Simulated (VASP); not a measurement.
Energy against volume of MgB2 (AlB2 type). Method: AM05 GGA, VASP's PBE PAW potentials (set 64) (plane waves; VASP). Run with 520 eV cut-off, 11×11×9 Γ-centred mesh, first-order Methfessel-Paxton smearing of 0.10 eV, potentials Mg B.

Shape and ions are relaxed at each volume.

```tsv
V (Å³/atom)	E (eV/atom)
9.170	-5.31174
9.454	-5.31661
9.737	-5.31358
10.021	-5.30359
```

Task: Fit these four points and predict the energy of the run at 8.887 Å³/atom.

Result: A cubic in V^(−2/3), the third-order Birch-Murnaghan form, passes through the four points with V0 = 9.48 Å³/atom and B0 = 147 GPa, and gives -5.2979 eV/atom there. The run gave -5.2978 eV/atom, +0.1 meV/atom from the fit; all five points give B0 = 148 GPa.

The compound is MgB2 in the AlB2 type structure. It was relaxed first.
